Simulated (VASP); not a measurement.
The system is Re.

```
Re
1.0
     2.77287    0.00000    0.00000
    -1.38643    2.40137    0.00000
     0.00000    0.00000    4.48446
Re
2
Direct
  0.33333 0.66667 0.25000
  0.66667 0.33333 0.75000
```

The cell was built by a generator and needn't be a form met in nature.

Base run:

| Item | Value |
| --- | --- |
| Program | VASP 6.6.1 |
| Functional | PBEsol |
| Potentials or basis | VASP PAW PBE potentials, release 64 (Re) |
| Cutoff | 520 eV |
| k mesh | 18 × 18 × 12 |
| Occupations | methfessel-paxton, width 0.1 eV |
| Spin | no spin polarisation |

Its results: band gap on the k mesh none (metal or under the smearing width); pressure -9.7 GPa.

Task: The run is repeated on the same cell with these changes: functional from PBEsol to PBE. What comes out?

Result: Band gap on the k mesh none (metal or under the smearing width); pressure -0.1 GPa.

PBE binds less tightly than PBEsol, so the same cell stands under more pressure.

Caveats: the PAW data sets were made with another functional, which shifts forces and pressure a little (some runs).
